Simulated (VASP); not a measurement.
Output of a VASP run:

OSZICAR:
```
       N       E                     dE             d eps       ncg     rms          rms(c)
DAV:   1     0.455686022849E+03    0.45569E+03   -0.25480E+04  2240   0.139E+03
DAV:   2    -0.236717017359E+02   -0.47936E+03   -0.46931E+03  2363   0.403E+02
DAV:   3    -0.524161000918E+02   -0.28744E+02   -0.28449E+02  2505   0.908E+01
DAV:   4    -0.530944237339E+02   -0.67832E+00   -0.67627E+00  2407   0.149E+01
DAV:   5    -0.531137095497E+02   -0.19286E-01   -0.19276E-01  2519   0.249E+00    0.372E+01
RMM:   6    -0.507074232509E+02    0.24063E+01   -0.11460E+01  2340   0.154E+01    0.148E+01
RMM:   7    -0.504260762752E+02    0.28135E+00   -0.18710E+00  2224   0.591E+00    0.572E+00
RMM:   8    -0.504667150758E+02   -0.40639E-01   -0.74501E-01  2275   0.352E+00    0.137E+00
RMM:   9    -0.504565318404E+02    0.10183E-01   -0.15889E-01  2119   0.184E+00    0.787E-01
RMM:  10    -0.504568609600E+02   -0.32912E-03   -0.32263E-02  2415   0.780E-01    0.179E-01
RMM:  11    -0.504572465511E+02   -0.38559E-03   -0.87966E-03  2513   0.396E-01    0.805E-02
RMM:  12    -0.504572632937E+02   -0.16743E-04   -0.16105E-03  2572   0.186E-01    0.438E-02
RMM:  13    -0.504572834632E+02   -0.20169E-04   -0.43866E-04  2204   0.799E-02    0.324E-02
RMM:  14    -0.504572691499E+02    0.14313E-04   -0.15442E-04  2217   0.551E-02    0.166E-02
RMM:  15    -0.504572720868E+02   -0.29369E-05   -0.31668E-05  1374   0.230E-02
   1 F= -.50457272E+02 E0= -.50457272E+02  d E =-.504573E+02
       N       E                     dE             d eps       ncg     rms          rms(c)
DAV:   1    -0.505159681994E+02   -0.58699E-01   -0.93930E+00  2229   0.117E+01    0.368E+00
RMM:   2    -0.505452184044E+02   -0.29250E-01   -0.38921E-01  2022   0.293E+00    0.128E+00
RMM:   3    -0.505520827795E+02   -0.68644E-02   -0.75286E-02  2173   0.133E+00    0.886E-01
RMM:   4    -0.505526870894E+02   -0.60431E-03   -0.12703E-02  2026   0.582E-01    0.606E-01
RMM:   5    -0.505521436342E+02    0.54346E-03   -0.41861E-03  2059   0.304E-01    0.833E-02
RMM:   6    -0.505522406289E+02   -0.96995E-04   -0.99536E-04  2382   0.141E-01    0.830E-02
RMM:   7    -0.505522458273E+02   -0.51984E-05   -0.14230E-04  1847   0.577E-02    0.665E-02
RMM:   8    -0.505523366580E+02   -0.90831E-04   -0.44341E-04  1999   0.719E-02    0.640E-02
RMM:   9    -0.505522587806E+02    0.77877E-04   -0.12344E-04  1712   0.464E-02    0.331E-02
RMM:  10    -0.505522475959E+02    0.11185E-04   -0.15934E-04  1787   0.428E-02    0.403E-03
RMM:  11    -0.505522489688E+02   -0.13729E-05   -0.15216E-05  1164   0.218E-02
   2 F= -.50552249E+02 E0= -.50552249E+02  d E =-.949769E-01
       N       E                     dE             d eps       ncg     rms          rms(c)
DAV:   1    -0.505525950748E+02   -0.34748E-03   -0.63336E-02  2425   0.967E-01    0.264E-01
RMM:   2    -0.505527876820E+02   -0.19261E-03   -0.24789E-03  1968   0.237E-01    0.112E-01
RMM:   3    -0.505528274728E+02   -0.39791E-04   -0.43452E-04  1898   0.105E-01    0.618E-02
RMM:   4    -0.505528309649E+02   -0.34920E-05   -0.63801E-05  1763   0.455E-02
   3 F= -.50552831E+02 E0= -.50552831E+02  d E =-.955589E-01
```

OUTCAR:
```
------------------------ aborting loop because EDIFF is reached ----------------------------------------
  FORCE on cell =-STRESS in cart. coord.  units (eV):
  Direction    XX          YY          ZZ          XY          YZ          ZX
  --------------------------------------------------------------------------------------
  Total       -0.0460292     -0.0460292      0.0411003      0.0000000     -0.0000000      0.0000000
  in kB       -0.6802583     -0.6802583      0.6074148      0.0000000     -0.0000000      0.0000000
  external PRESSURE =      -0.2510340 kB  Pullay stress =       0.0000000 kB
  volume of cell :      108.41
      direct lattice vectors                 reciprocal lattice vectors
     3.147554738  0.000000000  0.000000000     0.317706945  0.183428192  0.000000000
    -1.573777369  2.725862341  0.000000000     0.000000000  0.366856383  0.000000000
     0.000000000  0.000000000 12.635504614     0.000000000  0.000000000  0.079142071
 POSITION                                       TOTAL-FORCE (eV/Angst)
 -----------------------------------------------------------------------------------
      1.57378      0.90862      9.47663         0.000000     -0.000000      0.000000
     -0.00000      1.81724      3.15888        -0.000000      0.000000      0.000000
      1.57378      0.90862      4.72690        -0.000000      0.000000     -0.001174
     -0.00000      1.81724     11.04465         0.000000     -0.000000     -0.001174
     -0.00000      1.81724      7.90861         0.000000     -0.000000      0.001174
      1.57378      0.90862      1.59086        -0.000000      0.000000      0.001174
 -----------------------------------------------------------------------------------
    total drift:                                0.000607     -0.000351      0.000787
  FREE ENERGIE OF THE ION-ELECTRON SYSTEM (eV)
  ---------------------------------------------------
  free  energy   TOTEN  =       -50.5528309649 eV

  energy  without entropy=      -50.5528309649  energy(sigma->0) =      -50.55283096

 reached required accuracy - stopping structural energy minimisation
```
(Selected blocks of OUTCAR.)

File POSCAR:
```
WS2
1
    3.1475547377     0.0000000000     0.0000000000
   -1.5737773689     2.7258623408     0.0000000000
    0.0000000000     0.0000000000    12.6355046143
W S
2 4
Direct
  0.6666670000   0.3333330000   0.7500000000
  0.3333330000   0.6666670000   0.2500000000
  0.6666670000   0.3333330000   0.3780000000
  0.3333330000   0.6666670000   0.8780000000
  0.3333330000   0.6666670000   0.6220000000
  0.6666670000   0.3333330000   0.1220000000
```

Q: Write an INCAR and KPOINTS that could have produced this output.

A: This is not unique; one that fits is the input of the run itself, PBEsol GGA, plane waves, VASP's PBE PAW potentials (set 64).

**INCAR**
```
ALGO = Fast
EDIFF = 1E-5
EDIFFG = -0.03
ENCUT = 400
GGA = PS
IBRION = 2
ISIF = 2
ISMEAR = 0
LASPH = .TRUE.
LCHARG = .FALSE.
LMAXMIX = 6
LREAL = .FALSE.
LWAVE = .FALSE.
NELM = 100
NELMIN = 4
NSW = 20
PREC = Normal
SIGMA = 0.05
SYSTEM = WS2
```

**KPOINTS**
```
Automatic
0
gamma
  11 11 3
```

POTCAR, in this order: W_sv S (PBE.64 set). Program: vasp_std.

Without a dispersion term in the relaxation, distances and binding between the weakly bound layers, chains or molecules are unreliable, and so is what depends on them.

The compound is WS2 in the 2H layered structure. This run relaxes the ions in a fixed cell. Symmetry was kept, so distortions that lower it aren't found.
